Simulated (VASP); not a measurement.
La3TlC, 5 atoms in the cell. The structure is cubic, space group Pm-3m (No. 221). Conventional cell: a = 5.241 Å, b = 5.241 Å, c = 5.241 Å, α = 90.00°, β = 90.00°, γ = 90.00°. La (site symmetry 4/mmm) is surrounded by 2 C at 2.62 Å. Around Tl (site symmetry m-3m) lie 12 La at 3.71 Å. Around C (site symmetry m-3m) lie 6 La at 2.62 Å. The cell comes from a database or a generator and needn't be the stable form of this composition.

* Program: VASP 6.6.1
* Task: single point
* Functional: PBEsol
* Potentials or basis: VASP PAW PBE potentials, release 64 (La, Tl_d, C)
* Cutoff: 520 eV
* k mesh: 3 × 3 × 3
* Occupations: gaussian, width 0.1 eV
* Spin: no spin polarisation
* Dipole correction: no
* Further INCAR settings: ALGO = Normal; EDIFF = 1e-07; NBANDS = 33

Potentials or basis: VASP PAW PBE potentials, release 64 (La, Tl_d, C).

Command:

```sh
$ cat potpaw_PBE.64/La/POTCAR potpaw_PBE.64/Tl_d/POTCAR potpaw_PBE.64/C/POTCAR > POTCAR
$ mpirun -np 1 vasp_std > vasp.out
```

Hardware: 1 thread of AMD EPYC 9R45 (Zen 5) (shared host).

Task: Estimate the wall time of this run.

Result: Wall time 30 s on 1 thread of AMD EPYC 9R45 (Zen 5), with other jobs on the host, peak memory 0.21 GiB. Counts: scf iterations 19, k points 4.
